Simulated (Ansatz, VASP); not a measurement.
## Rb3Ba in VASP and in Ansatz

The input INCAR:

```
SYSTEM = Rb3Ba
  PREC = Accurate
  ENCUT = 520
  EDIFF = 1E-7
  ISMEAR = -1
  SIGMA = 0.05
  LREAL = .FALSE.
  LASPH = .TRUE.
  NELM = 60
  ALGO = Normal
  ISIF = 2
  LWAVE = .FALSE.
  LCHARG = .FALSE.
  GGA = PE
  NBANDS = 26
```

File KPOINTS:

```
regular mesh
0
G
  6 6 6
  0 0 0
```

Contents of POSCAR:

```
Rb3Ba
1.0
   -3.3937871938      3.3937871938      7.4201662969
    3.3937871938     -3.3937871938      7.4201662969
    3.3937871938      3.3937871938     -7.4201662969
Ba Rb
1 3
Direct
    0.0000000000      0.0000000000      0.0000000000
    0.5000000000      0.5000000000      0.0000000000
    0.2500000000      0.7500000000      0.5000000000
    0.7500000000      0.2500000000      0.5000000000
```

The input input.yaml:

```yaml
crystal:
  lattice:
    - [-3.3937871938, 3.3937871938, 7.4201662969]
    - [3.3937871938, -3.3937871938, 7.4201662969]
    - [3.3937871938, 3.3937871938, -7.4201662969]
  atoms:
    - { symbol: Ba, position: [0.0, 0.0, 0.0] }
    - { symbol: Rb, position: [0.5, 0.5, 0.0] }
    - { symbol: Rb, position: [0.25, 0.75, 0.5] }
    - { symbol: Rb, position: [0.75, 0.25, 0.5] }
hamiltonian:
  xc: pbe
  pseudopotentials: { kind: paw }
kpoints:
  mp_grid: { grid: [6, 6, 6] }
scf:
  occupations: { method: fermi_dirac, width: 0.05 }
output:
  forces: true
  stress: true
  eigenvalues: true
```

Change from the starting cell: volume scaled by 1.02.

Alike in both runs: task single point; functional PBE; k mesh 6 × 6 × 6; occupations fermi-dirac, width 0.05 eV; no spin polarisation.

|  | VASP | Ansatz |
| --- | --- | --- |
| version | VASP 6.6.1 | Ansatz 0.2.0 |
| potentials or method | VASP PAW PBE potentials, release 64 (Ba_sv, Rb_sv) | Ansatz PAW |
| plane-wave cutoff (eV) | 520 | 420 |
| valence electrons in the cell | 37 | 37 |

|  | VASP | Ansatz | Ansatz less VASP |
| --- | --- | --- | --- |
| gap on the k mesh at the Fermi level (eV) | none | none | - |
| pressure (GPa) | -0.1 | -0.1 | 0.00 |

A gap of «none» marks a metal or a gap that the smearing closes. The functional is the same, so the differences come from potentials, cutoffs and numerics.

Spin-orbit coupling is left out, which matters for the levels of Ba.
